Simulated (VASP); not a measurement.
Nb2SnSe, 4 atoms in the cell. The structure is hexagonal, space group P-6m2 (No. 187). The conventional cell has a = 3.383 Å, b = 3.383 Å, c = 7.780 Å, α = 90.00°, β = 90.00°, γ = 120.00°. Nb (site symmetry 3m) is surrounded by 3 Se at 2.62 Å and 3 Sn at 2.90 Å. Sn (site symmetry -6m2) is surrounded by 6 Nb at 2.90 Å. Se (site symmetry -6m2) is surrounded by 6 Nb at 2.62 Å. The cell was built by a generator and needn't be a form met in nature.

```yaml
Program: VASP 6.6.1
Task: single point
Functional: PBEsol
Potentials_or_basis: VASP PAW PBE potentials, release 64 (Nb_sv, Sn_d, Se)
Cutoff: 520 eV
k_mesh: 12 × 12 × 6
Occupations: gaussian, width 0.1 eV
Spin: no spin polarisation
Further_INCAR_settings: ALGO = Normal; EDIFF = 1e-07
```

Potentials or basis: VASP PAW PBE potentials, release 64 (Nb_sv, Sn_d, Se).

The run is started by

```console
$ cat potpaw_PBE.64/Nb_sv/POTCAR potpaw_PBE.64/Sn_d/POTCAR potpaw_PBE.64/Se/POTCAR > POTCAR
$ mpirun -np 1 vasp_std > vasp.out
```

Hardware: 1 thread of Intel(R) Xeon(R) Platinum 8259CL CPU @ 2.50GHz (Skylake/Cascade Lake), on a shared host.

Question: Estimate the wall time of this run.

Answer: Run time: 2.9 min on 1 thread of Intel(R) Xeon(R) Platinum 8259CL CPU @ 2.50GHz (Skylake/Cascade Lake), on a shared host, peak memory 0.32 GiB. Counts: scf iterations 15, k points 76.
